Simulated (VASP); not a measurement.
Here is the system:

```
CELL_PARAMETERS angstrom
      0.00000     2.75807     2.75807
      2.75807     0.00000     2.75807
      2.75807     2.75807     0.00000
ATOMIC_POSITIONS crystal
  Ca 0.00000 0.00000 0.00000
  F  0.25000 0.25000 0.25000
  F  0.75000 0.75000 0.75000
```

Computed with PBE GGA, VASP's PBE PAW potentials (set 64) (plane waves; VASP). Run with 520 eV cut-off, 9×9×9 Γ-centred mesh, Gaussian smearing of 0.010 eV, potentials Ca_sv F.

What does the run give for the energy per atom (σ→0)?

| Quantity | Value |
|---|---|
| energy per atom (σ→0) | -5.780 eV/atom |

The compound is CaF2 in the fluorite structure. It was relaxed first.
